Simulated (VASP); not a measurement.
Calculation: revPBE GGA, VASP's PBE PAW potentials (set 64) (plane waves; VASP).

VASP ran on this input.

File KPOINTS:
```
Automatic mesh
0
Gamma
8 8 8
0 0 0
```

### INCAR
```
# general
SYSTEM =Al3Sc
PREC   =Accurate
ENCUT  =520
LREAL  =.False.
LASPH  =.True.

# electronic loop
EDIFF  =1E-7
NELM   =100
ALGO   =Normal
LMAXMIX=4

# smearing
ISMEAR =1
SIGMA  =0.1

# functional
GGA    =RE

# ions
ISIF   =2

# output
LWAVE  =.False.
LCHARG =.False.
```

**POSCAR**
```
Al3Sc
1.0
  4.0415614786   0.0000000000   0.0000000000
  0.0000000000   4.0415614786   0.0000000000
  0.0000000000   0.0000000000   4.0415614786
Sc Al
1 3
Cartesian
  0.0000000000   0.0000000000   0.0000000000
  0.0000000000   2.0207807393   2.0207807393
  2.0207807393   0.0000000000   2.0207807393
  2.0207807393   2.0207807393   0.0000000000
```

POTCAR, in this order: Sc_sv Al (PBE.64 set). Program: vasp_std.

The resulting files:

**OUTCAR**
```
 ion  position               nearest neighbor table
   1  0.000  0.000  0.000-   2 2.86   3 2.86   4 2.86   2 2.86   3 2.86   2 2.86   4 2.86   2 2.86
                             3 2.86   4 2.86   3 2.86   4 2.86
   2  0.000  0.500  0.500-   1 2.86   3 2.86   4 2.86   1 2.86   4 2.86   1 2.86   3 2.86   1 2.86
                             3 2.86   4 2.86   4 2.86   3 2.86
   3  0.500  0.000  0.500-   1 2.86   2 2.86   4 2.86   1 2.86   4 2.86   2 2.86   4 2.86   4 2.86
                             1 2.86   2 2.86   1 2.86   2 2.86
   4  0.500  0.500  0.000-   1 2.86   2 2.86   3 2.86   2 2.86   3 2.86   1 2.86   3 2.86   3 2.86
                             1 2.86   2 2.86   2 2.86   1 2.86
  LATTYP: Found a simple cubic cell.
 ALAT       =     4.0415614786
 Subroutine PRICEL returns:
 Original cell was already a primitive cell.
 Subroutine GETGRP returns: Found 48 space group operations
The static configuration has the point symmetry O_h .
The dynamic configuration has the point symmetry O_h .
 Subroutine INISYM returns: Found 48 space group operations
 Subroutine IBZKPT returns following result:
 Found     35 irreducible k-points:

 Following reciprocal coordinates:
            Coordinates               Weight
  0.000000  0.000000  0.000000      1.000000
  0.125000  0.000000  0.000000      6.000000
  0.250000  0.000000  0.000000      6.000000
  0.375000  0.000000  0.000000      6.000000
  0.500000  0.000000  0.000000      3.000000
  0.125000  0.125000  0.000000     12.000000
  0.250000  0.125000  0.000000     24.000000
  0.375000  0.125000  0.000000     24.000000
  0.500000  0.125000  0.000000     12.000000
  0.250000  0.250000  0.000000     12.000000
  0.375000  0.250000  0.000000     24.000000
  0.500000  0.250000  0.000000     12.000000
  0.375000  0.375000  0.000000     12.000000
  0.500000  0.375000  0.000000     12.000000
  0.500000  0.500000  0.000000      3.000000
  0.125000  0.125000  0.125000      8.000000
  0.250000  0.125000  0.125000     24.000000
  0.375000  0.125000  0.125000     24.000000
  0.500000  0.125000  0.125000     12.000000
  0.250000  0.250000  0.125000     24.000000
  0.375000  0.250000  0.125000     48.000000
  0.500000  0.250000  0.125000     24.000000
  0.375000  0.375000  0.125000     24.000000
  0.500000  0.375000  0.125000     24.000000
  0.500000  0.500000  0.125000      6.000000
  0.250000  0.250000  0.250000      8.000000
  0.375000  0.250000  0.250000     24.000000
  0.500000  0.250000  0.250000     12.000000
  0.375000  0.375000  0.250000     24.000000
  0.500000  0.375000  0.250000     24.000000
  0.500000  0.500000  0.250000      6.000000
  0.375000  0.375000  0.375000      8.000000
  0.500000  0.375000  0.375000     12.000000
  0.500000  0.500000  0.375000      6.000000
  0.500000  0.500000  0.500000      1.000000
   k-points           NKPTS =     35   k-points in BZ     NKDIM =     35   number of bands    NBANDS=     14
   number of dos      NEDOS =    301   number of ions     NIONS =      4
   total plane-waves  NPLWV =  27000
   dimension x,y,z NGX =    30 NGY =   30 NGZ =   30
   dimension x,y,z NGXF=    60 NGYF=   60 NGZF=   60
   ions per type =               1   3
   PREC   = accura    normal or accurate (medium, high low for compatibility)
   ISTART =      0    job   : 0-new  1-cont  2-samecut
   ICHARG =      2    charge: 1-file 2-atom 10-const
   ISPIN  =      1    spin polarized calculation?
   LNONCOLLINEAR =      F non collinear calculations
   LSORBIT =      F    spin-orbit coupling
   INIWAV =      1    electr: 0-lowe 1-rand  2-diag
   ENCUT  =  520.0 eV  38.22 Ry    6.18 a.u.   7.51  7.51  7.51*2*pi/ulx,y,z
   NELM   =    100;   NELMIN=  2; NELMDL= -5     # of ELM steps
   EDIFF  = 0.1E-06   stopping-criterion for ELM
   LREAL  =      F    real-space projection
   NLSPLINE    = F    spline interpolate recip. space projectors
...
```

File OSZICAR:
```
       N       E                     dE             d eps       ncg     rms          rms(c)
DAV:   1     0.113660331273E+03    0.11366E+03   -0.84487E+03   988   0.130E+03
DAV:   2    -0.110187911029E+02   -0.12468E+03   -0.12293E+03   980   0.363E+02
DAV:   3    -0.191334908513E+02   -0.81147E+01   -0.79367E+01  1594   0.754E+01
DAV:   4    -0.192668581401E+02   -0.13337E+00   -0.13326E+00  1374   0.933E+00
DAV:   5    -0.192700037458E+02   -0.31456E-02   -0.31454E-02  1442   0.150E+00    0.962E+00
DAV:   6    -0.184017600744E+02    0.86824E+00   -0.44424E+00  1618   0.252E+01    0.370E+00
DAV:   7    -0.183559772059E+02    0.45783E-01   -0.82219E-02  1108   0.247E+00    0.203E+00
DAV:   8    -0.183351346111E+02    0.20843E-01   -0.34124E-02  1446   0.166E+00    0.229E-01
DAV:   9    -0.183348890760E+02    0.24554E-03   -0.31459E-03  1220   0.421E-01    0.865E-02
DAV:  10    -0.183348349025E+02    0.54173E-04   -0.23181E-04  1426   0.143E-01    0.857E-02
DAV:  11    -0.183348373770E+02   -0.24745E-05   -0.57168E-05  1512   0.571E-02    0.889E-02
DAV:  12    -0.183348202992E+02    0.17078E-04   -0.56516E-05  1218   0.506E-02    0.479E-03
DAV:  13    -0.183348204808E+02   -0.18162E-06   -0.23190E-06  1418   0.120E-02    0.305E-03
DAV:  14    -0.183348205730E+02   -0.92146E-07   -0.12367E-07   798   0.355E-03
   1 F= -.18334821E+02 E0= -.18334474E+02  d E =-.103946E-02
```

### OUTCAR
```
------------------------ aborting loop because EDIFF is reached ----------------------------------------
  FORCE on cell =-STRESS in cart. coord.  units (eV):
  Direction    XX          YY          ZZ          XY          YZ          ZX
  --------------------------------------------------------------------------------------
  Total        2.5323856      2.5323856      2.5323856      0.0000000      0.0000000      0.0000000
  in kB       61.4600415     61.4600415     61.4600415      0.0000000      0.0000000      0.0000000
  external PRESSURE =      61.4600415 kB  Pullay stress =       0.0000000 kB
  volume of cell :       66.02
      direct lattice vectors                 reciprocal lattice vectors
     4.041561479  0.000000000  0.000000000     0.247429120  0.000000000  0.000000000
     0.000000000  4.041561479  0.000000000     0.000000000  0.247429120  0.000000000
     0.000000000  0.000000000  4.041561479     0.000000000  0.000000000  0.247429120
 POSITION                                       TOTAL-FORCE (eV/Angst)
 -----------------------------------------------------------------------------------
      0.00000      0.00000      0.00000         0.000000      0.000000      0.000000
      0.00000      2.02078      2.02078         0.000000      0.000000      0.000000
      2.02078      0.00000      2.02078         0.000000      0.000000      0.000000
      2.02078      2.02078      0.00000         0.000000      0.000000      0.000000
 -----------------------------------------------------------------------------------
    total drift:                               -0.000000     -0.000000      0.000000
  FREE ENERGIE OF THE ION-ELECTRON SYSTEM (eV)
  ---------------------------------------------------
  free  energy   TOTEN  =       -18.3348205730 eV

  energy  without entropy=      -18.3337811159  energy(sigma->0) =      -18.33447409
```
(Selected blocks of OUTCAR.)

File OUTCAR:
```
 val. band max:        7.6561405038   @ k =   0.2500   0.1250   0.1250

 cond. band min:       7.6895566903   @ k =   0.5000   0.2500   0.2500


 Fermi energy:         7.6834090340

 k-point     1 :       0.0000    0.0000    0.0000
  band No.  band energies     occupation
      1     -41.2698      2.00000
      2     -19.9379      2.00000
      3     -19.9379      2.00000
      4     -19.9379      2.00000
      5      -2.5523      2.00000
      6       5.0162      2.00000
      7       5.0162      2.00000
      8       5.8174      2.00000
      9       5.8174      2.00000
     10       5.8174      2.00000
     11       8.8939     -0.00000
     12       8.9989     -0.00000
     13       8.9989     -0.00000
     14       8.9989     -0.00000

 k-point     2 :       0.1250    0.0000    0.0000
  band No.  band energies     occupation
      1     -41.2695      2.00000
      2     -19.9435      2.00000
      3     -19.9375      2.00000
      4     -19.9375      2.00000
      5      -2.4044      2.00000
      6       3.9375      2.00000
      7       5.1283      2.00000
      8       5.8317      2.00000
      9       5.8317      2.00000
     10       6.5152      2.00000
     11       8.9169     -0.00000
     12       8.9169     -0.00000
     13       9.0471     -0.00000
     14       9.4858     -0.00000

 k-point     3 :       0.2500    0.0000    0.0000
  band No.  band energies     occupation
      1     -41.2690      2.00000
      2     -19.9569      2.00000
      3     -19.9364      2.00000
      4     -19.9364      2.00000
      5      -1.9685      2.00000
      6       2.4583      2.00000
      7       5.4449      2.00000
      8       5.8615      2.00000
      9       5.8615      2.00000
     10       7.3243      2.00000
     11       8.7764     -0.00000
     12       8.7764     -0.00000
     13       9.1700     -0.00000
     14      10.3291      0.00000

 k-point     4 :       0.3750    0.0000    0.0000
  band No.  band energies     occupation
...
```

The compound is Al3Sc in the L1_2 structure. This cell is one point of a volume scan, at 0.94 of the reference volume.
